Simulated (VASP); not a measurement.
The input files of a VASP run:

INCAR:
```
SYSTEM = LiF
LCHARG = .FALSE.
LASPH = .TRUE.
NSW = 60   ! most ionic steps
IBRION = 2   ! conjugate gradients
ISIF = 3
PREC = Accurate
ALGO = Normal   ! blocked Davidson
SIGMA = 0.05   ! width (eV)
EDIFFG = -0.01   ! ionic stop
ISMEAR = 0   ! Gaussian
LWAVE = .FALSE.
GGA = PE
EDIFF = 1E-6   ! SCF stop (eV)
LREAL = .FALSE.
ENCUT = 520   ! plane-wave cut-off (eV)
NELM = 100
```

File KPOINTS:
```
Automatic mesh
0
Gamma
10 10 10
0 0 0
```

**POSCAR**
```
LiF
1.0
  0.0000000000   2.0150000000   2.0150000000
  2.0150000000   0.0000000000   2.0150000000
  2.0150000000   2.0150000000   0.0000000000
Li F
1 1
Cartesian
  0.0000000000   0.0000000000   0.0000000000
  2.0150000000   2.0150000000   2.0150000000
```

POTCAR, in this order: Li_sv F (PBE.64 set). Program: vasp_std.

Task: Translate this PBE calculation to Quantum ESPRESSO's pw.x.

Result: One equivalent input (not run):
```
&CONTROL
  calculation = 'vc-relax'
  pseudo_dir = './pseudo'
  outdir = './out'
  tprnfor = .true.
  tstress = .true.
  nstep = 60
  forc_conv_thr = 0.00039
/
&SYSTEM
  ibrav = 0
  nat = 2
  ntyp = 2
  ecutwfc = 84
  occupations = 'smearing'
  smearing = 'gaussian'
  degauss = 0.003675
  input_dft = 'pbe'
/
&ELECTRONS
  conv_thr = 7.3e-08
  electron_maxstep = 100
/
&IONS
/
&CELL
/
ATOMIC_SPECIES
  Li 6.940 Li.upf
  F 18.998 F.upf
CELL_PARAMETERS angstrom
     0.0000000    2.0150000    2.0150000
     2.0150000    0.0000000    2.0150000
     2.0150000    2.0150000    0.0000000
ATOMIC_POSITIONS crystal
  Li   0.0000000  0.0000000  0.0000000
  F    0.5000000  0.5000000  0.5000000
K_POINTS automatic
  10 10 10 0 0 0
```
The two are equivalent in intent, not identical: the potentials are each code's own (VASP's PAW set, PseudoDojo norm-conserving files in pw.x), so ENCUT and ecutwfc are chosen apart and not converted; conv_thr bounds pw.x's estimated SCF error, while EDIFF bounds the energy change between steps; forc_conv_thr acts on force components and is met together with etot_conv_thr.

The compound is LiF in the rock salt structure. This run relaxes it. Symmetry was kept, so distortions that lower it aren't found.
